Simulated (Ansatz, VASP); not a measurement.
## ScSF: VASP beside Ansatz

```
Sc S F
1.0
     3.68615    0.00000    0.00000
    -1.84308    3.19230    0.00000
     0.00000    0.00000    3.60496
Sc S F
1 1 1
Direct
  0.66667 0.33333 0.50000
  0.33333 0.66667 0.00000
  0.00000 0.00000 0.50000
```

Alike in both runs: functional PBE; dispersion D3(BJ); k mesh 6 × 6 × 6; occupations gaussian, width 0.1 eV; no spin polarisation.

Ansatz relaxed the structure, and its values are those at the end. VASP's run is a single point on that final structure, the one shown.

|  | VASP | Ansatz |
| --- | --- | --- |
| version | VASP 6.6.1 | Ansatz 0.2.0 |
| potentials or method | VASP PAW PBE potentials, release 64 (Sc_sv, S, F) | scalar-relativistic, plane waves, PAW |
| plane-wave cutoff (eV) | 520 | 420 |
| valence electrons in the cell | 24 | 24 |

```tsv
	VASP	Ansatz	Ansatz less VASP
gap on the k mesh at the Fermi level (eV)	1.07	1.08	+0.008
least direct gap on the mesh (eV)	1.07	1.08	+0.008
pressure (GPa)	0.5	0.1	-0.33
```

PBE gaps usually lie below the measured ones, often by a third to a half.
